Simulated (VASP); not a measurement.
# OScCl2H in VASP: reference runs

Reference runs on OScCl2H: the cell as given.

Everything below comes from runs of VASP 6.6.1. Logs are shortened: lines on timing, memory, paths and dates and some standing lists are left out, and cuts for length are marked.

## (1) The molecule as given

The cell holds a molecule in a box, 5 atoms: a = 12.000 Å, b = 14.000 Å, c = 12.000 Å, α = 90.00°, β = 90.00°, γ = 90.00°.

## (2) Single point, PBE

File INCAR:

```
SYSTEM = ScHCl2O
ALGO = Normal
EDIFF = 1E-7
ENCUT = 520
GGA = PE
ISIF = 2
ISMEAR = 0
LASPH = .True.
LCHARG = .False.
LREAL = .False.
LWAVE = .False.
NBANDS = 24
NELM = 100
PREC = Accurate
SIGMA = 0.01
```

File KPOINTS:

```
k-points
0
Gamma
  1 1 1
  0 0 0
```

File POSCAR:

```
ScHCl2O
1.0
   12.0000000000      0.0000000000      0.0000000000
    0.0000000000     14.0000000000      0.0000000000
    0.0000000000      0.0000000000     12.0000000000
O Sc Cl H
1 1 2 1
Direct
    0.5932125000      0.5976928600      0.5652750000
    0.5351791700      0.4818071400      0.5265833300
    0.6203458300      0.3449071400      0.5885250000
    0.3784125000      0.4759714300      0.4171416700
    0.6237541700      0.6580928600      0.5857250000
```

Potentials or basis: VASP PAW PBE potentials, release 64 (O, Sc_sv, Cl, H).

The run is started by

```
$ cat potpaw_PBE.64/O/POTCAR potpaw_PBE.64/Sc_sv/POTCAR potpaw_PBE.64/Cl/POTCAR potpaw_PBE.64/H/POTCAR > POTCAR
$ mpirun -np 1 vasp_gam > vasp.out
```

OUTCAR:

```text
SYSTEM = ScHCl2O
   EDIFF = 1E-7
   ENCUT = 520
   GGA = PE
   ISIF = 2
   ISMEAR = 0
   LASPH = .True.
   LREAL = .False.
   NELM = 100
   PREC = Accurate

 ion  position               nearest neighbor table
   1  0.593  0.598  0.565-   5 0.95   2 1.83
   2  0.535  0.482  0.527-   1 1.83   3 2.30   4 2.30
   3  0.620  0.345  0.589-   2 2.30
   4  0.378  0.476  0.417-   2 2.30
   5  0.624  0.658  0.586-   1 0.95

  LATTYP: Found a simple tetragonal cell.
 ALAT       =    12.0000000000
 C/A-ratio  =     1.1666666667

  Lattice vectors:

 A1 = ( -12.0000000000,   0.0000000000,   0.0000000000)
 A2 = (   0.0000000000,   0.0000000000,  12.0000000000)
 A3 = (   0.0000000000,  14.0000000000,   0.0000000000)

Analysis of symmetry for initial positions (statically):
=====================================================================
 Subroutine PRICEL returns:
 Original cell was already a primitive cell.

 Routine SETGRP: Setting up the symmetry group for a
 simple tetragonal supercell.

 Subroutine GETGRP returns: Found  1 space group operations
 (whereof  1 operations were pure point group operations)
 out of a pool of 16 trial point group operations.

The static configuration has the point symmetry C_1 .

Analysis of symmetry for dynamics (positions and initial velocities):
=====================================================================
 Subroutine PRICEL returns:
 Original cell was already a primitive cell.

 Routine SETGRP: Setting up the symmetry group for a
 simple tetragonal supercell.

 Subroutine GETGRP returns: Found  1 space group operations
 (whereof  1 operations were pure point group operations)
 out of a pool of 16 trial point group operations.

The dynamic configuration has the point symmetry C_1 .

 Subroutine INISYM returns: Found  1 space group operations
 (whereof  1 operations are pure point group operations),
 and found     1 'primitive' translations

----------------------------------------------------------------------------------------

                                     Primitive cell

  volume of cell :    2016.0000

  direct lattice vectors                    reciprocal lattice vectors
    12.000000000  0.000000000  0.000000000     0.083333333  0.000000000  0.000000000
     0.000000000 14.000000000  0.000000000     0.000000000  0.071428571  0.000000000
     0.000000000  0.000000000 12.000000000     0.000000000  0.000000000  0.083333333

  length of vectors
    12.000000000 14.000000000 12.000000000     0.083333333  0.071428571  0.083333333

  position of ions in fractional coordinates (direct lattice)
     0.593212500  0.597692860  0.565275000
     0.535179170  0.481807140  0.526583330
     0.620345830  0.344907140  0.588525000
     0.378412500  0.475971430  0.417141670
     0.623754170  0.658092860  0.585725000

  ion indices of the primitive-cell ions
   primitive index   ion index
                 1           1
                 2           2
                 3           3
                 4           4
                 5           5

----------------------------------------------------------------------------------------

 KPOINTS: k-points

Automatic generation of k-mesh.
 Grid dimensions read from file:
 generate k-points for:    1    1    1

 Generating k-lattice:

  Cartesian coordinates                     Fractional coordinates (reciprocal lattice)
     0.083333333  0.000000000  0.000000000     1.000000000  0.000000000  0.000000000
     0.000000000  0.071428571  0.000000000     0.000000000  1.000000000  0.000000000
     0.000000000  0.000000000  0.083333333     0.000000000  0.000000000  1.000000000

  Length of vectors
     0.083333333  0.071428571  0.083333333

  Shift w.r.t. Gamma in fractional coordinates (k-lattice)
     0.000000000  0.000000000  0.000000000

 Subroutine IBZKPT returns following result:
 ===========================================

 Found      1 irreducible k-points:

 Following reciprocal coordinates:
            Coordinates               Weight
  0.000000  0.000000  0.000000      1.000000
   k-points           NKPTS =      1   k-points in BZ     NKDIM =      1   number of bands    NBANDS=     24
   number of dos      NEDOS =    301   number of ions     NIONS =      5
   total plane-waves  NPLWV = 874800
   dimension x,y,z NGX =    90 NGY =  108 NGZ =   90
   dimension x,y,z NGXF=   180 NGYF=  216 NGZF=  180
   ions per type =               1   1   2   1
   NGX,Y,Z   is equivalent  to a cutoff of  12.47, 12.82, 12.47 a.u.
   NGXF,Y,Z  is equivalent  to a cutoff of  24.94, 25.65, 24.94 a.u.
 SYSTEM =  ScHCl2O
   PREC   = accura    normal or accurate (medium, high low for compatibility)
   ISTART =      0    job   : 0-new  1-cont  2-samecut
   ICHARG =      2    charge: 1-file 2-atom 10-const
   ISPIN  =      1    spin polarized calculation?
   LNONCOLLINEAR =      F non collinear calculations
   LSORBIT =      F    spin-orbit coupling
   LASPH  =      T    aspherical Exc in radial PAW
   ENCUT  =  520.0 eV  38.22 Ry    6.18 a.u.  22.31 26.03 22.31*2*pi/ulx,y,z
   NELM   =    100;   NELMIN=  2; NELMDL= -5     # of ELM steps
   EDIFF  = 0.1E-06   stopping-criterion for ELM
   LREAL  =      F    real-space projection
   EDIFFG = 0.1E-05   stopping-criterion for IOM
   NSW    =      0    number of steps for IOM
   IBRION =     -1    ionic relax: 0-MD 1-quasi-New 2-CG
   NFREE  =      0    steps in history (QN), initial steepest desc. (CG)
   ISIF   =      2    stress and relaxation
   ISYM   =      2    0-nonsym 1-usesym 2-fastsym
   POTIM  = 0.5000    time-step for ionic-motion
   TEBEG  =    0.0;   TEEND  =   0.0 temperature during run
   PSTRESS=    0.0 pullay stress
   NELECT =      32.0000    total number of electrons
   NUPDOWN=      -1.0000    fix difference up-down
   EMIN   =  10.00;   EMAX   =-10.00  energy-range for DOS
   EFERMI =   0.00;   METHOD = LEGACY
   ISMEAR =     0;   SIGMA  =   0.01  broadening in eV -4-tet -1-fermi 0-gaus
   EFERMI_NEDOS =   21; number of points for ismear=-14 and -15
   IALGO  =     38    algorithm
   IMIX   =      4    mixing-type and parameters
     AMIX     =   0.40;   BMIX     =  1.00
     AMIX_MAG =   1.60;   BMIX_MAG =  1.00
  volume/ion in A,a.u.               =     403.20      2720.93
  Fermi-wavevector in a.u.,A,eV,Ry     =   0.411429  0.777488  2.303107  0.169274
  Thomas-Fermi vector in A             =   1.367733
   LORBIT       =      0    0 simple, 1 ext, 2 COOP (PROOUT), +10 PAW based schemes
   GGA     = PE    functional components
   LHFCALC =     F    Hartree Fock is set to
   AEXX    =    0.0000 exact exchange contribution
   IVDW    =     0    specifies the selected vdW correction
   LEPSILON=     F    determine dielectric tensor
   LRPA    =     F    only Hartree local field effects (RPA)
 non-spin polarized calculation
 Gauss-broadening in eV      SIGMA  =   0.01
  energy-cutoff  :      520.00
  volume of cell :     2016.00
 maximum number of plane-waves:     27133
 NGX is ok and might be reduce to    90
   NGX = 45   NGY = 53   NGZ = 45

 number of electron      31.9999998 magnetization

 Free energy of the ion-electron system (eV)
  ---------------------------------------------------
  ext. energy  EPLUGINS =         0.00000000
  ---------------------------------------------------
  free energy    TOTEN  =       -26.30228821 eV

  energy without entropy =      -26.30228821  energy(sigma->0) =      -26.30228821

 E-fermi :  -7.0826     XC(G=0):  -0.8288

 val. band max:       -7.1410938095   @ k =   0.0000   0.0000   0.0000
 cond. band min:      -3.2303868632   @ k =   0.0000   0.0000   0.0000
 fundamental gap:      3.9107069462
 Fermi energy:        -7.0826280390

 k-point     1 :       0.0000    0.0000    0.0000
  band No.  band energies     occupation
      1     -54.8119      2.00000
      2     -33.6451      2.00000
      3     -33.5897      2.00000
      4     -33.3855      2.00000
      5     -24.0894      2.00000
      6     -19.3482      2.00000
[... 16 lines left out ...]
     23       0.0800      0.00000
     24       0.1441      0.00000

------------------------ aborting loop because EDIFF is reached ----------------------------------------

  FORCE on cell =-STRESS in cart. coord.  units (eV):
  Direction    XX          YY          ZZ          XY          YZ          ZX
  --------------------------------------------------------------------------------------
  -------------------------------------------------------------------------------------
  Total        0.5647212      1.4519773      0.2363207      0.3624399      0.2299037      0.4463753
  in kB        0.4488013      1.1539311      0.1878113      0.2880422      0.1827116      0.3547482
  external PRESSURE =       0.5968479 kB  Pullay stress =       0.0000000 kB

 VOLUME and BASIS-vectors are now :
 -----------------------------------------------------------------------------
  energy-cutoff  :      520.00
  volume of cell :     2016.00
      direct lattice vectors                 reciprocal lattice vectors
    12.000000000  0.000000000  0.000000000     0.083333333  0.000000000  0.000000000
     0.000000000 14.000000000  0.000000000     0.000000000  0.071428571  0.000000000
     0.000000000  0.000000000 12.000000000     0.000000000  0.000000000  0.083333333

 POSITION                                       TOTAL-FORCE (eV/Angst)
 -----------------------------------------------------------------------------------
      7.11855      8.36770      6.78330        -0.046646     -0.097955     -0.029549
      6.42215      6.74530      6.31900        -0.121082     -0.301783     -0.081128
      7.44415      4.82870      7.06230         0.093476     -0.163974      0.069214
      4.54095      6.66360      5.00570        -0.169544      0.001766     -0.119926
      7.48505      9.21330      7.02870         0.243797      0.561946      0.161389
 -----------------------------------------------------------------------------------
    total drift:                               -0.001197     -0.000354     -0.000339

  FREE ENERGIE OF THE ION-ELECTRON SYSTEM (eV)
  ---------------------------------------------------
  free  energy   TOTEN  =       -26.3022882102 eV

  energy  without entropy=      -26.3022882102  energy(sigma->0) =      -26.30228821
```

Wall time 2.5 min (1 thread of AMD EPYC 9R45 (Zen 5), shared host); peak memory 1.4 GiB.

Results:

```
Free energy                     : -26.3023 eV
Largest force                   : 0.633 eV/Å
Gap between the frontier levels : 3.91 eV
```

Forces in eV/Å, atoms in the order of the input:
```
O   -0.047 -0.098 -0.030
Sc  -0.121 -0.302 -0.081
Cl   0.093 -0.164  0.069
Cl  -0.170  0.002 -0.120
H    0.244  0.562  0.161
```

Levels at points of the mesh, in eV from the valence-band top:
| k point | band 13 | band 14 | band 15 | band 16 | band 17 | band 18 | band 19 | band 20 |
| --- | --- | --- | --- | --- | --- | --- | --- | --- |
| (0.00, 0.00, 0.00) | -0.44 | -0.40 | -0.36 | 0.00 | 3.91 | 4.50 | 4.97 | 5.67 |
